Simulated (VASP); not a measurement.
Given:

```xyz
3
Lattice="1.7989 -3.1158 0.0000 1.7989 3.1158 0.0000 0.0000 0.0000 4.6499" Properties=species:S:1:pos:R:3 pbc="T T T"
Pt     3.5979     0.0000     0.0000
S      1.7989     1.0386     1.1973
S      1.7989    -1.0386     3.4526
```

Calculation: PBE GGA with D3 dispersion (zero damping), VASP's PBE PAW potentials (set 64) (plane waves; VASP 6.6.1). Numerical set-up: 520 eV cut-off, 8×8×6 Γ-centred mesh, tetrahedra with Blöchl corrections, potentials Pt S.

The cores are frozen, which limits the accuracy of field gradients.

Task: Give the principal components of the electric field gradient (V/Å²) and the asymmetry η at each nucleus.

Result: 
```csv
atom,Vxx,Vyy,Vzz,η
Pt1,-73.9,-73.9,147.7,0.00
S2,24.0,23.9,-47.9,0.00
S3,24.0,23.9,-47.9,0.00
```

The compound is PtS2 in the 1T layered structure. It was relaxed first.
